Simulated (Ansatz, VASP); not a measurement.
# MoS2 in two plane-wave programs

Aim: how closely do two programs agree when they are given the same cell, functional and k mesh? The structure shown is the start of the Ansatz relaxation below; VASP solves that cell, so the two are compared at the walk's first step.

Program: Ansatz 0.2.0. Level of theory: plane waves, with VASP 6.6.1 beside it; single point at LDA. Results are calculated unless marked as measured.

### 1. The starting structure

The cell holds 3 atoms: 1 Mo and 2 S. Cell: a = 3.118 Å, b = 3.118 Å, c = 29.929 Å, α = 90.0°, β = 90.0°, γ = 120.0°. Vacuum lies along c. The height across the vacuum is the one that the program set for its solve, not the one typed.

### 2. Ansatz: relaxation, LDA

Ansatz runs on its default PAW (the set named soft_2) files.

The two programs are compared at the cell with which this relaxation starts, whose forces are those of its first step.

input.yaml reads:

```yaml
crystal:
  lattice:
    - [3.1184516073, 2.9e-09, 0.0]
    - [-1.5592258061, 2.7006583109, 0.0]
    - [0.0, 0.0, 19.125]
  atoms:
    - { symbol: Mo, position: [0.0, 0.0, 0.5] }
    - { symbol: S, position: [0.3333333333, 0.6666666667, 0.41988193] }
    - { symbol: S, position: [0.3333333333, 0.6666666667, 0.58011807] }
  periodic: [true, true, false]
kpoints:
  mp_grid: { grid: [8, 8, 1] }
scf:
  occupations: { method: fermi_dirac, width: 0.05 }
hamiltonian:
  xc: lda
output:
  forces: true
  stress: true
  write_density: true
  write_potential: true
  elf: true
  volumetric_format: npy
relax:
  f_tol: 0.02
  max_steps: 50
  cell: {}
```

The run is started by

```bash
$ ansatz run input.yaml --threads 1 --pin off --max-ram 4096MiB --backend cpu --events-out ev --progress --plain --runs-dir out
```

Numbers of over 12 decimals in the logs are rounded to 6 here.

The program printed:

```text
Warning: crystal.periodic: the lattice vector that does not repeat stood 0.000° off the slab's normal, 19.125 Å along it as the deck builds it. The run solves the slab on a vector along the normal, 29.929 Å long, with every atom where it was (on the deck's vector they left 16.06 Å outside them, and the widest stretch free of ions among them is 1.53 Å). A fractional position that the run reports is one of the run's ce [...]
crystal.periodic: the lattice vector that does not repeat stood 0.000° off the slab's normal, 19.125 Å along it as the deck builds it. The run solves the slab on a vector along the normal, 29.929 Å long, with every atom where it was (on the deck's vector they left 16.06 Å outside them, and the widest stretch free of ions among them is 1.53 Å). A fractional position that the run reports is one of the run's cell, which [...]
Engine: ansatz 0.2.0, x86_64-unknown-linux-gnu
Pseudopotentials: kind: paw
Pseudopotential: Mo, paw, valence charge 14, recommended cutoff 420 eV (normal), Mo.paw.azcp
Pseudopotential: S, paw, valence charge 6, recommended cutoff 420 eV (normal), S.paw.azcp
Functional definition: SPW92
  exchange = slater_x
  correlation = pw_c
Crystal: 3 atoms, lattice volume = 252.058 Å³
Basis set: ecut = 420 eV, 4901 PW (Γ)
Bands: 17, of which v1, the nominal top of the filled ones, is band 13 counted from 1 (12 counted from 0)
Symmetry: 12 space group operations
Space group: P-6m2 (ITA 187), of the structure as read, at distance tolerance 6.3e-5 Å
k-points: 10 of 64 (time reversal used)
Non-local potential: Mo, projectors of the file, l = 0: 3, l = 1: 2, l = 2: 2, l = 3: 1
Non-local potential: S, projectors of the file, l = 0: 2, l = 1: 2, l = 2: 2
PAW form: soft (Blöchl's): semilocal exchange-correlation on the pseudo side does not see the compensation charge
PAW frozen core: Mo, regenerated for the run's functional, and the local potential with it (the file was generated under x = pbe(κ = 0.804, μ = 0.219515), c = pbe(β = 0.066725))
PAW frozen core: S, regenerated for the run's functional, and the local potential with it (the file was generated under x = pbe(κ = 0.804, μ = 0.219515), c = pbe(β = 0.066725))
PAW one-centre angular grid: Mo, 590 points (default); XC on 64 Gauss nodes
PAW one-centre angular grid: S, 110 points (default); XC on 64 Gauss nodes
Initial density: superposition of atomic densities (neutral atoms: chi_scale 0, normalization atom), corrected by the library's trained network
Initial wavefunctions: pseudopotential atomic-orbital guess
Functional: x = slater, c = lda
SCF iter   1: F=—  HF=-6584.769823 eV  |F-HF|=—  |Δ(HF+E_count)|=         —  Δρ=3.99e-3  dr2=4.88e-2  ethr=1.77e-3  ⟨swp⟩=15.0  Hψ=1752  notcnv=0
[...]
SCF iter   6: F=-6584.775025 eV  HF=-6584.775025 eV  |F-HF|=1.34e-7  |Δ(HF+E_count)|=   2.82e-7  Δρ=5.47e-6  dr2=1.60e-7  ethr=1.15e-9  ⟨swp⟩=14.8  Hψ=1963  notcnv=0
SCF 2 converged in 6 iterations: F = -6584.775025 eV  dr2 = 1.60e-7
relax step   2: F+E_penalty+E_count = -6584.77502504 eV  Δ(F+E_penalty+E_count) = -6.935e-3 eV  max|allowed force component| = 1.618e-1 eV/Å  Δτ_max = 0.0321 Å  P = +0.209 N/m  Ω = 250.767 Å³  energy of the carried Pulay correction = +2.279e-5 eV  fix = [c, alpha, beta]  reactions: c +0.000 N/m  (6 SCF iters, dr2 threshold 3.00e-7 eV, accepted)
[...]
relax step   3: F+E_penalty+E_count = -6584.77719734 eV  Δ(F+E_penalty+E_count) = -2.172e-3 eV  max|allowed force component| = 3.077e-3 eV/Å  Δτ_max = 0.0112 Å  P = +0.013 N/m  Ω = 252.241 Å³  energy of the carried Pulay correction = -3.211e-6 eV  fix = [c, alpha, beta]  reactions: c +0.000 N/m  (5 SCF iters, dr2 threshold 3.00e-7 eV, accepted)
[...]
relax step   4: F+E_penalty+E_count = -6584.77720083 eV  Δ(F+E_penalty+E_count) = -3.494e-6 eV  max|allowed force component| = 3.165e-3 eV/Å  Δτ_max = 0.0000 Å  P = +0.013 N/m  Ω = 252.241 Å³  fix = [c, alpha, beta]  reactions: c +0.000 N/m  stress off target by 1.27e-2 N/m on what of the cell is left free  SCF on the basis re-selected at this cell (its energy is not comparable with the rows above)  (6 SCF iters)
basis re-selected at this cell: Δ(F+E_penalty+E_count) = -3.494e-6 eV, ΔP = +0.000 N/m vs the last step (what re-selecting the basis moved, of the pressure what is left beyond the Pulay correction that the steps carried, after the strain that the cell walked since its last selection, with what the two solves' SCF thresholds leave and, on support functions, any second-order correction that the steps lacked; it is no m [...]
WARN: The output density's exchange-correlation potential varies sharply where the density is thin. Do not read a vacuum level from v_tot or v_xc, or from such a field of the output density. On a cell that repeats whose density bears no net charge and no dipole along the vacuum's axis use v_es (v_loc + v_h of the components); under efield.dipole_correction with no amplitude use v_es + v_field, which holds any externa [...]
SCF converged after 6 iterations
Free energy (F): -6584.777201 eV
Harris-Foulkes:  -6584.777201 eV  (|F-HF|=4.99e-9)
Internal energy: -6584.777201 eV  (E = F + TS)
E sigma→0 (E₀):  -6584.777201 eV
Fermi energy:    -5.221717 eV
--- Per-component energies (eV) ---
  E_band       = -581.601231
  E_kinetic    = 659.566431
  E_local      = -45780.379645  (includes V_loc(G=0)·N_el)
  E_nonlocal   = 206.358865
  E_hartree    = 22448.662971
  E_xc         = -376.588890
  E_vxc        = -406.274339  (∫ρ·V_xc dr)
  E_paw        = -4226.892703  (= ΣΔE_a)
  E_vpaw       = -158.198855  (= ΣTr[D̂ρ^β])
  E_aug_tail   = 0.000021  (compensation charges beyond the density's cutoff)
  E_ewald      = 20483.716538
  E_core_change = 0.779211  (= ΣΔE_core)
  E_smearing   = -0.000000  (= −TS)
  E_closure    = 0.000000  (closes the sum)
  Σ components = -6584.777201   (vs F -6584.777201, Δ=0.00e0)
--- Forces (eV/Å), atoms counted from 1 ---
  atom   1  Mo     0.00000000     0.00000000    -0.00000000
  atom   2  S      0.00000000     0.00000000     0.00316461
  atom   3  S      0.00000000     0.00000000    -0.00316461
  max |Σ_I F_I| component: 3.70e-17 eV/Å
--- 2D stress c σ (N/m, compression-positive) ---
        0.012694       0.000000       0.000000
        0.000000       0.012694       0.000000
        0.000000       0.000000       0.000000
  P = ½ c Tr σ = 0.0127 N/m
--- Band table (eV; the first three rows and the last of 10) ---
  k-point 0: bands = [... 9 lower, -8.0502, -7.6149, -7.6149, -6.2705, -3.2041, -3.2041, -2.9152, -2.9152]
  k-point 1: bands = [... 9 lower, -8.5369, -7.9818, -7.2013, -6.3762, -3.5358, -3.4423, -3.1835, -2.8042]
  k-point 2: bands = [... 9 lower, -8.6664, -7.8823, -7.4760, -6.9467, -3.9540, -3.6298, -3.1084, -2.1233]
  k-point 9: bands = [... 9 lower, -9.4023, -9.2440, -8.2022, -6.2955, -4.1137, -2.9899, -2.5481, -1.0914]
--- Relaxed structure (3 steps of the walk, 3 accepted, 1 SCFs on fresh bases) ---
  F+E_penalty+E_count = -6584.77720083 eV   max|allowed force component| = 3.165e-3 eV/Å   (the final SCF, on the basis selected at the relaxed cell)
  cell:  # Å, volume = 252.2410 Å³
    - [3.119581, 2.865545144158756e-9, 0.0]
    - [-1.559790, 2.701636, 0.0]
    - [0.0, 0.0, 29.929032]
  atoms:
    - { symbol: Mo, position: [-1.2335811382928865e-17, 2.8783559895654794e-17, 0.319506] }
    - { symbol: S, position: [0.333333, 0.666667, 0.267612] }
    - { symbol: S, position: [0.333333, 0.666667, 0.371400] }
```

In the SCF lines HF is the Harris–Foulkes energy and dr2 the Hartree energy of the density residual, in eV; the loop may stop once dr2 is under the threshold and the program's other checks hold. Hψ counts applications of the Hamiltonian.

### 3. VASP: single point, LDA, start cell

The same cell, functional (in two slightly different forms), mesh and smearing now go to VASP, with its own data sets.

Lines of VASP's logs that name or quote its potential files are left out, and so is its time.

INCAR reads:

```
SYSTEM = MoS2
PREC = Accurate
ENCUT = 400
EDIFF = 1E-06
NELM = 120
ISMEAR = -1
SIGMA = 0.05
LREAL = .FALSE.
ALGO = Normal
GGA = CA
NBANDS = 19
LASPH = .TRUE.
LORBIT = 11
LWAVE = .FALSE.
LCHARG = .FALSE.
ISIF = 2
LDIPOL = .TRUE.
IDIPOL = 3
DIPOL = 0.5 0.5 0.32
LVHAR = .TRUE.
GGA_COMPAT = .FALSE.
EFERMI = MIDGAP
NELMDL = -8
```

POSCAR reads:

```
MoS2
1.0
    3.1184520000      0.0000000000      0.0000000000
   -1.5592260000      2.7006580000      0.0000000000
    0.0000000000      0.0000000000     29.9290320000
Mo S
1 2
Direct
    0.0000000000      0.0000000000      0.3195058230
    0.3333333950      0.6666667901      0.2683094462
    0.3333333950      0.6666667901      0.3707021998
```

KPOINTS reads:

```
Automatic mesh
0
Gamma
8 8 1
0 0 0
```

The projector-augmented-wave data sets are Mo_sv and S (LDA family, release 64).

The run is started by

```bash
$ mpirun -np 1 vasp_std
```

The program printed:

```text
[banner, memory and clock lines left out]
running    1 mpi-ranks, on    1 nodes
 distrk:  each k-point on    1 cores,    1 groups
 distr:  one band on    1 cores,    1 groups

 POSCAR found type information on POSCAR MoS
 POSCAR found :  2 types and       3 ions
 LDA part: xc-table for (Slater(with rela. corr.)+CA(PZ))
 , standard interpolation
 POSCAR, INCAR and KPOINTS ok, starting setup
 FFT: planning ... GRIDC
 FFT: planning ... GRID_SOFT
 FFT: planning ... GRID
 WAVECAR not read
 entering main loop
       N       E                     dE             d eps       ncg     rms          rms(c)
DAV:   1     0.135121761051E+03    0.13512E+03   -0.11878E+04   540   0.842E+02
DAV:   2    -0.150082411415E+02   -0.15013E+03   -0.14618E+03   540   0.206E+02
DAV:   3    -0.256193630918E+02   -0.10611E+02   -0.10547E+02   492   0.527E+01
DAV:   4    -0.257857575986E+02   -0.16639E+00   -0.16594E+00   486   0.714E+00
DAV:   5    -0.257894733648E+02   -0.37158E-02   -0.37155E-02   503   0.105E+00
DAV:   6    -0.257895861317E+02   -0.11277E-03   -0.11277E-03   511   0.169E-01
DAV:   7    -0.257895910782E+02   -0.49465E-05   -0.49464E-05   498   0.311E-02
DAV:   8    -0.257895913339E+02   -0.25572E-06   -0.25587E-06   487   0.651E-03    0.275E+01
DAV:   9    -0.246850391200E+02    0.11046E+01   -0.90939E+00   438   0.205E+01    0.905E+00
DAV:  10    -0.245177504234E+02    0.16729E+00   -0.39602E+00   444   0.128E+01    0.672E+00
DAV:  11    -0.243577893724E+02    0.15996E+00   -0.85954E-01   444   0.625E+00    0.132E+00
DAV:  12    -0.243560727997E+02    0.17166E-02   -0.24792E-02   439   0.103E+00    0.619E-01
DAV:  13    -0.243539706727E+02    0.21021E-02   -0.11169E-02   438   0.734E-01    0.735E-02
DAV:  14    -0.243540290590E+02   -0.58386E-04   -0.47157E-04   446   0.156E-01    0.569E-02
[...]
DAV:  19    -0.243549070926E+02   -0.11642E-03   -0.10776E-05   394   0.131E-02    0.551E-03
DAV:  20    -0.243549790227E+02   -0.71930E-04   -0.38217E-06   378   0.724E-03    0.209E-03
DAV:  21    -0.243550003493E+02   -0.21327E-04   -0.88660E-07   382   0.319E-03    0.736E-04
DAV:  22    -0.243550163402E+02   -0.15991E-04   -0.90610E-07   349   0.288E-03    0.983E-04
DAV:  23    -0.243550218999E+02   -0.55597E-05   -0.15174E-07   337   0.144E-03    0.459E-04
DAV:  24    -0.243550245336E+02   -0.26337E-05   -0.48624E-08   288   0.787E-04    0.395E-04
DAV:  25    -0.243550264217E+02   -0.18882E-05   -0.46513E-08   298   0.624E-04    0.167E-04
DAV:  26    -0.243550272569E+02   -0.83517E-06   -0.92853E-09   262   0.337E-04
   1 F= -.24355027E+02 E0= -.24355027E+02  d E =-.344116E-09
```

OUTCAR, selected parts (step 3):

```text
ion  position               nearest neighbor table
   1  0.000  0.000  0.320-   2 2.36   3 2.36   2 2.36   3 2.36   2 2.36   3 2.36
   2  0.333  0.667  0.268-   1 2.36   1 2.36   1 2.36
   3  0.333  0.667  0.371-   1 2.36   1 2.36   1 2.36

  LATTYP: Found a hexagonal cell.
 ALAT       =     3.1184520000
 C/A-ratio  =     9.5974002486

 Subroutine GETGRP returns: Found 12 space group operations
 (whereof  6 operations were pure point group operations)

The static configuration has the point symmetry C_3v.
 The point group associated with its full space group is D_3h.

 Found     10 irreducible k-points:

   k-points           NKPTS =     10   k-points in BZ     NKDIM =     10   number of bands    NBANDS=     19

   dimension x,y,z NGX =    20 NGY =   20 NGZ =  196
   dimension x,y,z NGXF=    40 NGYF=   40 NGZF=  392

   ENCUT  =  400.0 eV  29.40 Ry    5.42 a.u.   5.09  5.09 48.81*2*pi/ulx,y,z

   NELECT =      26.0000    total number of electrons

 k-points in reciprocal lattice and weights: Automatic mesh
   0.00000000  0.00000000  0.00000000       0.016
   0.12500000 -0.00000000  0.00000000       0.094
   0.25000000 -0.00000000  0.00000000       0.094
   0.37500000 -0.00000000  0.00000000       0.094
   0.50000000 -0.00000000  0.00000000       0.047
   0.12500000  0.12500000  0.00000000       0.094
   0.25000000  0.12500000  0.00000000       0.188
   0.37500000  0.12500000  0.00000000       0.188
   0.25000000  0.25000000  0.00000000       0.094
   0.37500000  0.25000000  0.00000000       0.094

 dipolmoment           0.000000      0.000000      0.000001 electrons x Angstroem

 average (electrostatic) potential at core
       1 -84.8665       2 -95.0922       3 -95.0922

 E-fermi :  -2.4973

 k-point     1 :       0.0000    0.0000    0.0000
  band No.  band energies     occupation
    ...
      9      -6.2086      2.00000
     10      -5.2826      2.00000
     11      -4.9939      2.00000
     12      -4.9939      2.00000
     13      -3.4836      2.00000
     14      -0.4737      0.00000
     15      -0.4737      0.00000
     16      -0.1280      0.00000
     17      -0.1280      0.00000
     18       2.2009      0.00000
    ...

 k-point     2 :       0.1250   -0.0000    0.0000
  band No.  band energies     occupation
    ...
      9      -6.1784      2.00000
     10      -5.9425      2.00000
     11      -5.3618      2.00000
     12      -4.4832      2.00000
     13      -3.6045      2.00000
     14      -0.7447      0.00000
     15      -0.7001      0.00000
     16      -0.4047      0.00000
     17      -0.0580      0.00000
     18       2.5785      0.00000
    ...

 k-point     3 :       0.2500   -0.0000    0.0000
  band No.  band energies     occupation
    ...
      9      -7.2211      2.00000
     10      -6.0485      2.00000
     11      -5.2727      2.00000
     12      -4.7255      2.00000
     13      -4.2152      2.00000
     14      -1.1599      0.00000
     15      -0.8725      0.00000
     16      -0.3382      0.00000
     17       0.6598      0.00000
     18       3.3867      0.00000
    ...

  Total        0.5076912      0.5076909      1.2839905      0.0000000      0.0000000      0.0000000
  in kB        3.2270735      3.2270719      8.1615207      0.0000000      0.0000000      0.0000000
  external PRESSURE =       4.8718887 kB  Pullay stress =       0.0000000 kB

  energy-cutoff  :      400.00
  volume of cell :      252.06
      direct lattice vectors                 reciprocal lattice vectors
     3.118452000  0.000000000  0.000000000     0.320671923  0.185140066  0.000000000
    -1.559226000  2.700658000  0.000000000     0.000000000  0.370280132  0.000000000
     0.000000000  0.000000000 29.929032000     0.000000000  0.000000000  0.033412374

 POSITION                                       TOTAL-FORCE (eV/Angst)
 -----------------------------------------------------------------------------------
      0.00000      0.00000      9.56250         0.000000      0.000000      0.000000
     -0.00000      1.80044      8.03024         0.000000     -0.000000     -0.450234
     -0.00000      1.80044     11.09476         0.000000     -0.000000      0.450234
 -----------------------------------------------------------------------------------
    total drift:                               -0.000000     -0.000329      0.000046

  FREE ENERGIE OF THE ION-ELECTRON SYSTEM (eV)
  ---------------------------------------------------
  free  energy   TOTEN  =       -24.3550272569 eV

  energy  without entropy=      -24.3550272565  energy(sigma->0) =      -24.35502726

 vacuum level on the upper side and lower side of the slab         2.724         2.724

 total charge
# of ion       s       p       d       tot
------------------------------------------
    1        2.311   6.249   4.064  12.624
    2        1.362   2.356   0.000   3.717
    3        1.362   2.356   0.000   3.717
--------------------------------------------------
tot          5.034  10.960   4.064  20.059

[... 3 further parts left out ...]
```

This run has no spin polarisation, so a moment on Mo, if there is one, isn't seen.

### 4. Comparison

Known differences besides the potentials themselves: the two LDA forms differ slightly; Ansatz cuts the interaction across the vacuum, VASP repeats the sheet with a dipole correction; the cutoff is 420 eV in Ansatz and 400 eV in VASP; VASP's log shows a relativistic correction to its local exchange, Ansatz's none. Total energies have different zeros and are not compared.

Forces (eV/Å; atoms numbered as in POSCAR):

| atom | Ansatz x, y, z | VASP x, y, z |
| --- | --- | --- |
| Mo1 | 0.000, 0.000, 0.000 | 0.000, 0.000, 0.000 |
| S2 | 0.000, 0.000, -0.434 | 0.000, 0.000, -0.450 |
| S3 | 0.000, 0.000, 0.434 | 0.000, 0.000, 0.450 |

The forces differ by 7.4 meV/Å r.m.s., which is 3.5 % of the r.m.s. force of 0.212 eV/Å (both taken over all components). With vacuum in the cell, a pressure given here is an average over mostly empty space and none of the material.

### 5. Summary of results

- r.m.s. force difference (single point, LDA, start cell): 3.5 % of the r.m.s. force

In words: The r.m.s. force difference is 3.5 % of the r.m.s. force (single point, LDA, start cell), beyond the 3 % picked in this series as the mark of a large difference. 1 further run of this series is not shown here. How closely two codes agree says nothing of how well the functional describes the real material.

[Lines on the potential files, build, host, timing and source positions are cut from VASP's logs without a mark.]

[Logs are printed without paths, hosts, clocks, repeated set-up lines and the standing remarks that a program may print on its own settings, such as how far it seeks lower states.]

[Hosts, paths, dates, database ids (printed as entryN), source tags and the programs' standing remarks are cut or masked in the printed files.]
